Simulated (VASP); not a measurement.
Si2N: equation of state with PBE

The system is Si2N.

```
Si N
1.0
    -2.04556    2.04556    2.39837
     2.04556   -2.04556    2.39837
     2.04556    2.04556   -2.39837
Si N
2 1
Direct
  0.75000 0.25000 0.50000
  0.25000 0.75000 0.50000
  0.00000 0.00000 0.00000
```

The cell was built by a generator and needn't be a form met in nature.

```json
{"Program": "VASP 6.6.1", "Task": "equation of state", "Functional": "PBE", "Potentials or basis": "VASP PAW PBE potentials, release 64 (Si, N)", "Cutoff": "520 eV", "k mesh": "9 × 9 × 9", "Occupations": "fermi-dirac, width 0.05 eV", "Spin": "no spin polarisation", "Further INCAR settings": "ALGO = Normal; EDIFF = 1e-07; NBANDS = 14"}
```

```json
{"Equilibrium volume": "13.42 Å³/atom", "Bulk modulus at fixed shape and positions": "90 GPa", "Pressure derivative of the bulk modulus": "4.1 (rough: it moves with the points fitted)"}
```

Energy against volume, from the lowest point:
| volume (Å³/atom) | energy (meV/atom) |
| --- | --- |
| 12.578 | 16.66 |
| 12.845 | 7.52 |
| 13.113 | 2.08 |
| 13.381 | 0.00 |
| 13.648 | 0.99 |
| 13.916 | 4.76 |
| 14.184 | 10.94 |

All runs of the series together: 120 s on 1 thread of Intel(R) Xeon(R) 6975P-C (Granite Rapids), on a shared host.

Caveat: the cell was scaled at fixed shape and fractional positions, which overstates the stiffness of a crystal with free parameters, most of all of layers and chains.
